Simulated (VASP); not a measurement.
# A VASP study of La2ZnIrO6 (LDA): structure first, properties next, part 5 of 7

Wanted: the relaxed cell of La2ZnIrO6 and its properties. The start is a computed cell from the Materials Project.

VASP 6.6.1, plane waves and PAW; the level of theory is named at each step.

Still holding for the runs below: This run has no spin polarisation, although Ir can carry a moment.

So far. Step 3 (Second relaxation): It ends with a largest force of 0.009 eV/Å and a pressure of 0.05 GPa. The volume moved by under 0.01 %: the run met its threshold at the first step. Step 4 (Density, ELF and potential (LDA)): In this run the pressure is 0.05 GPa, small enough to go on; single stress components reach 0.06 GPa.

## Step 5: Band structure (LDA)

Level of this step: LDA, no spin polarisation; plane waves and PAW (La, Zn, Ir, O) (VASP).

The mesh alone shows little of the dispersion and can miss band extrema, so KPOINTS_OPT adds a path through the symmetry points after the self-consistent cycle.

INCAR

```
SYSTEM = La2ZnIrO6
PREC = Accurate
ENCUT = 520
EDIFF = 1E-06
NELM = 100
ISMEAR = 0
SIGMA = 0.05
LREAL = .FALSE.
ALGO = Normal
GGA = CA
NBANDS = 123
LASPH = .TRUE.
LORBIT = 11
LWAVE = .FALSE.
LCHARG = .FALSE.
KPAR = 8
```

POSCAR

```
La2ZnIrO6
1.0
    5.4601286630      0.0000000000     -0.0012903367
    0.0000000000      5.6853172159      0.0000000000
   -5.4490446291      0.0000000000      7.7941421253
La Zn Ir O
4 2 2 12
Direct
    0.7346167706      0.5584615570      0.2492856674
    0.2653832294      0.0584615570      0.2507143326
    0.7346167706      0.9415384430      0.7492856674
    0.2653832294      0.4415384430      0.7507143326
    0.5000000000      0.5000000000      0.5000000000
    0.5000000000      0.0000000000      0.0000000000
    0.0000000000      0.5000000000      0.0000000000
    0.0000000000      0.0000000000      0.5000000000
    0.8408482302      0.5213640216      0.7517551616
    0.1591517698      0.0213640216      0.7482448384
    0.1591517698      0.4786359784      0.2482448384
    0.8408482302      0.9786359784      0.2517551616
    0.6557133287      0.7994175567      0.4532746962
    0.3442866713      0.2994175567      0.0467253038
    0.3442866713      0.2005824433      0.5467253038
    0.6557133287      0.7005824433      0.9532746962
    0.7584099427      0.2075213022      0.9519222475
    0.2415900573      0.7075213022      0.5480777525
    0.2415900573      0.7924786978      0.0480777525
    0.7584099427      0.2924786978      0.4519222475
```

KPOINTS

```
Automatic mesh
0
Gamma
6 5 4
0 0 0
```

KPOINTS_OPT

```
Line mode
12
Line-mode
Reciprocal
  0.00000000   0.00000000   0.00000000 GAMMA
  0.00000000   0.00000000  -0.50000000 Y

  0.00000000   0.00000000  -0.50000000 Y
 -0.49958521   0.00000000  -0.00126045 H

 -0.49958521   0.00000000  -0.00126045 H
 -0.50000000   0.00000000   0.00000000 C

 -0.50000000   0.00000000   0.00000000 C
 -0.50000000  -0.50000000   0.00000000 E

 -0.50000000  -0.50000000   0.00000000 E
 -0.50041479  -0.50000000   0.00126045 M1

 -0.50041479  -0.50000000   0.00126045 M1
 -0.50000000  -0.50000000   0.50000000 A

 -0.50000000  -0.50000000   0.50000000 A
 -0.50000000   0.00000000   0.50000000 X

 -0.50000000   0.00000000   0.50000000 X
 -0.50041479   0.00000000   0.00126045 H1

 -0.49958521  -0.50000000  -0.00126045 M
  0.00000000  -0.50000000  -0.50000000 D

  0.00000000  -0.50000000  -0.50000000 D
  0.00000000  -0.50000000   0.00000000 Z

  0.00000000   0.00000000  -0.50000000 Y
  0.00000000  -0.50000000  -0.50000000 D
```

Potentials, in the order of the species: La, Zn, Ir and O (LDA family, release 64).

Command:

```console
> mpirun -np 8 vasp_std
```

Log:

```text
[... set-up lines as in an earlier step ...]
 entering main loop
       N       E                     dE             d eps       ncg     rms          rms(c)
DAV:   1     0.228985889737E+04    0.22899E+04   -0.53436E+04 12305   0.208E+03
DAV:   2     0.654981633997E+03   -0.16349E+04   -0.13837E+04 11148   0.534E+02
DAV:   3    -0.583446437395E-01   -0.65504E+03   -0.52944E+03 10442   0.257E+02
DAV:   4    -0.169712073644E+03   -0.16965E+03   -0.15414E+03 13132   0.126E+02
DAV:   5    -0.184591879067E+03   -0.14880E+02   -0.14565E+02 16531   0.465E+01    0.550E+01
DAV:   6    -0.164166247653E+03    0.20426E+02   -0.13255E+02 18712   0.546E+01    0.314E+01
DAV:   7    -0.162256795379E+03    0.19095E+01   -0.33098E+01 18408   0.348E+01    0.165E+01
DAV:   8    -0.161976577077E+03    0.28022E+00   -0.57856E+00 16184   0.207E+01    0.458E+00
DAV:   9    -0.161947671724E+03    0.28905E-01   -0.15004E+00 15416   0.144E+01    0.316E+00
DAV:  10    -0.161997454079E+03   -0.49782E-01   -0.66344E-01 17816   0.302E+00    0.106E+00
DAV:  11    -0.161999012409E+03   -0.15583E-02   -0.64356E-02 19208   0.926E-01    0.641E-01
DAV:  12    -0.161999566959E+03   -0.55455E-03   -0.81534E-03 16752   0.570E-01    0.354E-01
DAV:  13    -0.161998573300E+03    0.99366E-03   -0.27996E-03 16832   0.285E-01    0.125E-01
DAV:  14    -0.161998553167E+03    0.20133E-04   -0.15109E-03 18584   0.134E-01    0.398E-02
DAV:  15    -0.161998554563E+03   -0.13964E-05   -0.14394E-04 17368   0.604E-02    0.314E-02
DAV:  16    -0.161998552660E+03    0.19030E-05   -0.30444E-05 17440   0.287E-02    0.106E-02
DAV:  17    -0.161998553049E+03   -0.38881E-06   -0.10459E-05 11312   0.137E-02    0.566E-03
DAV:  18    -0.161998552999E+03    0.49702E-07   -0.11011E-06  6976   0.651E-03
   1 F= -.16199855E+03 E0= -.16198732E+03  d E =-.224691E-01
 Start KPOINTS_OPT (optional k-point list driver)
k-point batch [1-42\132]
       N       E                     dE             ncg
DAV:   1     0.876865515064E+05   -0.11922E+05    12287
DAV:   2     0.204219981525E+05   -0.67265E+05    11044
DAV:   3    -0.527298392053E+04   -0.25695E+05    10463
DAV:   4    -0.116512005612E+05   -0.63782E+04    13307
DAV:   5    -0.122517576161E+05   -0.60056E+03    16718
DAV:   6    -0.122954903248E+05   -0.43733E+02    20520
DAV:   7    -0.122974900642E+05   -0.19997E+01    17984
DAV:   8    -0.122976747674E+05   -0.18470E+00    20536
DAV:   9    -0.122976853172E+05   -0.10550E-01    17784
DAV:  10    -0.122976863218E+05   -0.10046E-02    20480
DAV:  11    -0.122976863896E+05   -0.67843E-04    15912
DAV:  12    -0.122976863940E+05   -0.43853E-05    10808
DAV:  13    -0.122976863950E+05   -0.95773E-06     7776
[...]
k-point batch [127-132\132]
       N       E                     dE             ncg
DAV:   1     0.121410085524E+06   -0.48660E+04     1759
DAV:   2     0.111878619495E+06   -0.95315E+04     1572
DAV:   3     0.108227449140E+06   -0.36512E+04     1511
DAV:   4     0.107340156234E+06   -0.88729E+03     1863
DAV:   5     0.107257413453E+06   -0.82743E+02     2322
DAV:   6     0.107250748171E+06   -0.66653E+01     2944
DAV:   7     0.107250458201E+06   -0.28997E+00     2456
DAV:   8     0.107250429632E+06   -0.28568E-01     2944
DAV:   9     0.107250428141E+06   -0.14912E-02     2416
DAV:  10     0.107250427991E+06   -0.15062E-03     2944
DAV:  11     0.107250427982E+06   -0.89892E-05     2128
DAV:  12     0.107250427981E+06   -0.55099E-06     1576
```

The job ended after 13 min (8 MPI ranks of Intel Xeon 6975P-C (Granite Rapids), shared host; peak memory 13 GiB).

Parts of OUTCAR (step 5):

```text
   k-points           NKPTS =     42   k-points in BZ     NKDIM =     42   number of bands    NBANDS=    123

   NELECT =     158.0000    total number of electrons

 E-fermi :   7.3187

 k-point     1 :       0.0000    0.0000    0.0000
  band No.  band energies     occupation
    ...
     75       6.6659      2.00000
     76       7.0059      2.00000
     77       7.0743      2.00000
     78       7.2553      1.92692
     79       7.3157      1.06636
     80       7.4988      0.00000
     81       9.5668      0.00000
     82      10.5534      0.00000
     83      10.7195      0.00000
     84      10.7797      0.00000
    ...

  Total        0.0671136      0.0672974      0.0556863      0.0000000      0.0000000      0.0093817
  in kB        0.4444948      0.4457124      0.3688121      0.0000000      0.0000000      0.0621350
  external PRESSURE =       0.4196731 kB  Pullay stress =       0.0000000 kB

 POSITION                                       TOTAL-FORCE (eV/Angst)
 -----------------------------------------------------------------------------------
      2.65273      3.17503      1.94202         0.005972     -0.001445     -0.003701
      0.08287      0.33237      1.95376        -0.005972     -0.001445      0.003701
     -0.07179      5.35294      5.83909         0.005972      0.001445     -0.003701
     -2.64165      2.51029      5.85083        -0.005972      0.001445      0.003701
      0.00554      2.84266      3.89643         0.000000      0.000000      0.000000
      2.73006      0.00000     -0.00065         0.000000      0.000000      0.000000
      0.00000      2.84266      0.00000         0.000000      0.000000      0.000000
     -2.72452      0.00000      3.89707         0.000000      0.000000      0.000000
      0.49479      2.96412      5.85820         0.002317     -0.008236     -0.000427
     -3.20823      0.12146      5.83172        -0.002317     -0.008236      0.000427
     -0.48371      2.72120      1.93465        -0.002317      0.008236      0.000427
      3.21931      5.56386      1.96113         0.002317      0.008236     -0.000427
      1.11037      4.54494      3.53204         0.007394      0.005483      0.004470
      1.62524      1.70228      0.36374        -0.007394      0.005483     -0.004470
     -1.09928      1.14037      4.26081        -0.007394     -0.005483     -0.004470
     -1.61416      3.98303      7.42911         0.007394     -0.005483      0.004470
     -1.04605      1.17982      7.41844        -0.002558      0.005025      0.006984
     -1.66739      4.02248      4.27148         0.002558      0.005025     -0.006984
      1.05713      4.50549      0.37441         0.002558     -0.005025     -0.006984
      1.67847      1.66283      3.52137        -0.002558     -0.005025      0.006984
 -----------------------------------------------------------------------------------
    total drift:                                0.000000      0.000000     -0.000000

  FREE ENERGIE OF THE ION-ELECTRON SYSTEM (eV)
  ---------------------------------------------------
  free  energy   TOTEN  =      -161.9985529994 eV

  energy  without entropy=     -161.9760838899  energy(sigma->0) =     -161.98731844

[... 8 parts as in an earlier step ...]

[... 8 further parts left out ...]
```

Spin-orbit coupling is off here; it can split and shift levels that hold much weight on La and Ir by tenths of an eV or more.

This step gave:

* SCF cycles: 18
* bands: 123
* Fermi energy: 7.319 eV
* pressure: 0.04197 GPa

The electronic bands at the labelled points (eV, zero at the Fermi level; # counts the bands kept in this run, so #1 is VASP's band 29):

| point | #48 | #49 | #50 | #51 | #52 | #53 | #54 | #55 |
| --- | --- | --- | --- | --- | --- | --- | --- | --- |
| Γ | -0.31 | -0.24 | -0.06 | 0.00 | 0.18 | 2.25 | 3.23 | 3.40 |
| 0.55 of the way | -0.28 | -0.28 | -0.14 | 0.00 | 0.14 | 2.40 | 3.16 | 3.32 |
| Y | -0.43 | -0.20 | -0.20 | 0.05 | 0.05 | 2.75 | 2.75 | 3.40 |
| 0.55 of the way | -0.48 | -0.29 | -0.08 | -0.08 | 0.09 | 2.84 | 2.93 | 3.17 |
| H | -0.57 | -0.40 | -0.20 | -0.11 | 0.13 | 2.92 | 3.04 | 3.05 |
| 0.45 of the way | -0.57 | -0.40 | -0.20 | -0.11 | 0.13 | 2.92 | 3.04 | 3.05 |
| C | -0.57 | -0.40 | -0.20 | -0.11 | 0.13 | 2.92 | 3.04 | 3.05 |
| 0.45 of the way | -0.34 | -0.33 | -0.12 | -0.06 | 0.01 | 2.78 | 2.81 | 3.06 |
| E | -0.37 | -0.12 | -0.12 | 0.05 | 0.05 | 2.58 | 2.58 | 3.10 |
| 0.45 of the way | -0.37 | -0.12 | -0.12 | 0.05 | 0.05 | 2.58 | 2.58 | 3.10 |
| M1 | -0.37 | -0.12 | -0.12 | 0.05 | 0.05 | 2.58 | 2.58 | 3.10 |
| 0.55 of the way | -0.47 | -0.22 | -0.22 | 0.20 | 0.20 | 2.35 | 2.35 | 3.35 |
| A | -0.54 | -0.25 | -0.25 | 0.27 | 0.27 | 2.26 | 2.26 | 3.51 |
| 0.45 of the way | -0.45 | -0.19 | -0.19 | 0.13 | 0.13 | 2.44 | 2.44 | 3.38 |
| X | -0.39 | -0.14 | -0.14 | -0.04 | -0.04 | 2.96 | 2.96 | 3.06 |
| 0.45 of the way | -0.41 | -0.29 | -0.15 | -0.09 | 0.07 | 2.98 | 2.99 | 3.01 |
| H1 | -0.57 | -0.40 | -0.20 | -0.11 | 0.13 | 2.92 | 3.04 | 3.05 |
| jump to M | -0.37 | -0.12 | -0.12 | 0.05 | 0.05 | 2.58 | 2.58 | 3.10 |
| 0.55 of the way | -0.31 | -0.23 | -0.23 | -0.03 | -0.03 | 2.69 | 2.69 | 2.99 |
| D | -0.38 | -0.27 | -0.27 | -0.06 | -0.06 | 2.75 | 2.75 | 2.92 |
| 0.55 of the way | -0.33 | -0.21 | -0.21 | -0.08 | -0.08 | 2.74 | 2.74 | 2.94 |
| Z | -0.28 | -0.17 | -0.17 | -0.09 | -0.09 | 2.73 | 2.73 | 2.96 |
| jump to Y | -0.43 | -0.20 | -0.20 | 0.05 | 0.05 | 2.75 | 2.75 | 3.40 |
| 0.55 of the way | -0.34 | -0.18 | -0.18 | -0.08 | -0.08 | 2.84 | 2.84 | 3.05 |
| D | -0.38 | -0.27 | -0.27 | -0.06 | -0.06 | 2.75 | 2.75 | 2.92 |

Of the projections kept (La, Zn, Ir, O), the largest for each band there, as a share of the weight inside these atoms' spheres; weight between the spheres isn't counted:

| point | #48 | #49 | #50 | #51 | #52 | #53 | #54 | #55 |
| --- | --- | --- | --- | --- | --- | --- | --- | --- |
| Γ | Ir 0.62 | Ir 0.57 | Ir 0.58 | Ir 0.58 | Ir 0.56 | Ir 0.54 | La 0.55 | La 0.54 |
| Y | Ir 0.62 | Ir 0.59 | Ir 0.59 | Ir 0.59 | Ir 0.59 | Ir 0.51 | Ir 0.51 | La 0.56 |
| H | Ir 0.65 | Ir 0.62 | Ir 0.65 | Ir 0.62 | Ir 0.57 | Ir 0.50 | Ir 0.52 | Ir 0.55 |
| C | Ir 0.65 | Ir 0.62 | Ir 0.65 | Ir 0.62 | Ir 0.57 | Ir 0.50 | Ir 0.52 | Ir 0.55 |
| E | Ir 0.64 | Ir 0.60 | Ir 0.60 | Ir 0.54 | Ir 0.54 | Ir 0.52 | Ir 0.52 | Ir 0.44 |
| M1 | Ir 0.64 | Ir 0.60 | Ir 0.60 | Ir 0.54 | Ir 0.54 | Ir 0.52 | Ir 0.52 | Ir 0.44 |

There is no gap at this level.

(Continued in part 6 of 7.)

[Lines on the potential files, build, host, timing and source positions are cut from VASP's logs without a mark.]

[Logs are printed without paths, hosts, clocks, repeated set-up lines and the standing remarks that a program may print on its own settings, such as how far it seeks lower states.]

[Hosts, paths, dates, database ids (printed as entryN), source tags and the programs' standing remarks are cut or masked in the printed files.]

[A measured line is paired with the nearest computed mode of its activity, which favours agreement.]

[In band tables of VASP the shares of atoms and orbitals are scaled to a sum of 1 inside the atoms' spheres.]
